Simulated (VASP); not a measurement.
Input:

```xyz
2
Lattice="1.5785 -2.7340 0.0000 1.5785 2.7340 0.0000 0.0000 0.0000 4.9916" Properties=species:S:1:pos:R:3 pbc="T T T"
Hf     1.5785     0.9114     1.2479
Hf     1.5785    -0.9114     3.7437
```

Level of theory: PBEsol GGA, VASP's PBE PAW potentials (set 64) (plane waves; VASP). Settings: 480 eV cut-off, 12×12×8 Γ-centred mesh, first-order Methfessel-Paxton smearing of 0.10 eV, potentials Hf_pv.

The ions, cell shape and volume at an external pressure of 2.0 GPa are relaxed. Predict the relaxed structure.

```xyz
2
Lattice="1.5676 -2.7152 0.0000 1.5676 2.7152 0.0000 0.0000 0.0000 4.9706" Properties=species:S:1:pos:R:3 pbc="T T T"
Hf     1.5676     0.9051     1.2426
Hf     1.5676    -0.9051     3.7279
```
Space group P6_3/mmc (194), at a tolerance of 0.03 Å.

How do energy and volume change from the first to the last step?

The energy (σ→0) changes by +2.2 meV/atom and the volume by -1.8 %, in 6 ionic steps.

```json
[
 {"step": "1", "E(σ→0) (eV)": "-21.0046", "max force (eV/Å)": "0.000", "pressure (GPa)": "-0.08", "volume (Å³)": "43.08"},
 {"step": "2", "E(σ→0) (eV)": "-20.9801", "max force (eV/Å)": "0.000", "pressure (GPa)": "4.91", "volume (Å³)": "41.36"},
 {"step": "3", "E(σ→0) (eV)": "-21.0004", "max force (eV/Å)": "0.000", "pressure (GPa)": "2.00", "volume (Å³)": "42.33"},
 {"step": "4", "E(σ→0) (eV)": "-21.0002", "max force (eV/Å)": "0.000", "pressure (GPa)": "2.04", "volume (Å³)": "42.31"},
 {"step": "5", "E(σ→0) (eV)": "-21.0003", "max force (eV/Å)": "0.000", "pressure (GPa)": "2.04", "volume (Å³)": "42.31"},
 {"step": "6", "E(σ→0) (eV)": "-21.0003", "max force (eV/Å)": "0.000", "pressure (GPa)": "2.04", "volume (Å³)": "42.31"}
]
```

The compound is Hf in the hcp structure. This run relaxes it under an external pressure of 2 GPa. Symmetry was kept, so distortions that lower it aren't found.
